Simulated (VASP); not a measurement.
The system is CClH3, in a box.

```xyz
5
Lattice="12.7671 0.0000 0.0000 0.0000 13.2671 0.0000 0.0000 0.0000 13.7671" Properties=species:S:1:pos:R:3 pbc="T T T"
C     6.3458    6.8124    6.8136
Cl    6.7914    5.2921    7.6383
H     7.0886    7.5754    7.0697
H     5.3511    7.1143    7.1585
H     6.3387    6.6309    5.7336
```

Base run:

```yaml
Program: VASP 6.6.1
Functional: optB86b-vdW
Potentials_or_basis: VASP PAW PBE potentials, release 64 (C, Cl, H)
Cutoff: 400 eV
k_mesh: 1 × 1 × 1
Occupations: gaussian, width 0.01 eV
Spin: no spin polarisation
```

Its results: gap between the frontier levels 6.07 eV; largest force 0.044 eV/Å.

**Question.** The run is repeated on the same cell with these changes: functional from optB86b-vdW to PBE. What comes out?

**Answer.** Gap between the frontier levels 6.23 eV; largest force 0.056 eV/Å.

Caveats: the PAW data sets were made with another functional, which shifts forces and pressure a little (some runs).

